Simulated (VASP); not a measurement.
These are optB88-vdW, VASP's PBE PAW potentials (set 64) (plane waves; VASP) values and carry that method's errors.

A VASP calculation is set up with these files.

POSCAR:
```
Ni3Al
1.0
  3.5222473566   0.0000000000   0.0000000000
  0.0000000000   3.5222473566   0.0000000000
  0.0000000000   0.0000000000   3.5222473566
Al Ni
1 3
Cart
  0.0000000000   0.0000000000   0.0000000000
  0.0000000000   1.7611236783   1.7611236783
  1.7611236783   0.0000000000   1.7611236783
  1.7611236783   1.7611236783   0.0000000000
```

### KPOINTS
```
kpoints
0
G
  9 9 9
0 0 0
```

INCAR:
```
# general
SYSTEM   = Ni3Al
PREC     = Accurate
ENCUT    = 520
LREAL    = .FALSE.
LASPH    = .TRUE.

# electronic loop
EDIFF    = 1E-7
NELM     = 100
ALGO     = Normal
LMAXMIX  = 4

# smearing
ISMEAR   = 1
SIGMA    = 0.1

# functional
GGA      = BO
LUSE_VDW = .TRUE.
AGGAC    = 0.0
PARAM1   = 0.1833333333
PARAM2   = 0.22

# ions
ISIF     = 2

# output
LWAVE    = .FALSE.
LCHARG   = .FALSE.
```

POTCAR, in this order: Al Ni (PBE.64 set). Program: vasp_std.

Output of the run:

OSZICAR:
```
       N       E                     dE             d eps       ncg     rms          rms(c)
DAV:   1     0.202238712807E+03    0.20224E+03   -0.14651E+04  1400   0.211E+03
DAV:   2    -0.437383093347E+01   -0.20661E+03   -0.20017E+03  1400   0.374E+02
DAV:   3    -0.152199568516E+02   -0.10846E+02   -0.97865E+01  1476   0.112E+02
DAV:   4    -0.154954807791E+02   -0.27552E+00   -0.27279E+00  1608   0.164E+01
DAV:   5    -0.155037009488E+02   -0.82202E-02   -0.82194E-02  1700   0.271E+00    0.183E+01
DAV:   6    -0.162549766337E+02   -0.75128E+00   -0.60779E+01  1560   0.129E+02    0.185E+01
DAV:   7    -0.120225180213E+02    0.42325E+01   -0.17661E+01  1540   0.699E+01    0.258E+00
DAV:   8    -0.119951749172E+02    0.27343E-01   -0.38367E-01  1528   0.530E+00    0.143E+00
DAV:   9    -0.119721489735E+02    0.23026E-01   -0.43248E-02  1852   0.309E+00    0.230E-01
DAV:  10    -0.119713060065E+02    0.84297E-03   -0.16300E-03  1712   0.401E-01    0.974E-02
DAV:  11    -0.119713188157E+02   -0.12809E-04   -0.79243E-05  1632   0.806E-02    0.394E-02
DAV:  12    -0.119713147597E+02    0.40560E-05   -0.63176E-06  1628   0.270E-02    0.990E-03
DAV:  13    -0.119713142131E+02    0.54664E-06   -0.23873E-06  1824   0.180E-02    0.542E-03
DAV:  14    -0.119713142133E+02   -0.18736E-09   -0.28717E-07  1176   0.611E-03
   1 F= -.11971314E+02 E0= -.11971398E+02  d E =0.251362E-03
```

OUTCAR:
```
------------------------ aborting loop because EDIFF is reached ----------------------------------------
  FORCE on cell =-STRESS in cart. coord.  units (eV):
  Direction    XX          YY          ZZ          XY          YZ          ZX
  --------------------------------------------------------------------------------------
  Total        1.6048783      1.6048783      1.6048783      0.0000000      0.0000000     -0.0000000
  in kB       58.8427749     58.8427749     58.8427749      0.0000000      0.0000000     -0.0000000
  external PRESSURE =      58.8427749 kB  Pullay stress =       0.0000000 kB
  volume of cell :       43.70
      direct lattice vectors                 reciprocal lattice vectors
     3.522247357  0.000000000  0.000000000     0.283909646  0.000000000  0.000000000
     0.000000000  3.522247357  0.000000000     0.000000000  0.283909646  0.000000000
     0.000000000  0.000000000  3.522247357     0.000000000  0.000000000  0.283909646
 POSITION                                       TOTAL-FORCE (eV/Angst)
 -----------------------------------------------------------------------------------
      0.00000      0.00000      0.00000         0.000000      0.000000      0.000000
      0.00000      1.76112      1.76112         0.000000      0.000000      0.000000
      1.76112      0.00000      1.76112         0.000000      0.000000      0.000000
      1.76112      1.76112      0.00000         0.000000      0.000000      0.000000
 -----------------------------------------------------------------------------------
    total drift:                                0.000000      0.000000      0.000000
  FREE ENERGIE OF THE ION-ELECTRON SYSTEM (eV)
  ---------------------------------------------------
  free  energy   TOTEN  =       -11.9713142133 eV

  energy  without entropy=      -11.9715655758  energy(sigma->0) =      -11.97139800
```
(Selected blocks of OUTCAR.)

The compound is Ni3Al in the L1_2 structure. This cell is one point of a volume scan, at 0.97 of the reference volume. The run is not spin-polarised, so no magnetic state was tried. The electron count is odd and the run is not spin-polarised, which forces a metal.
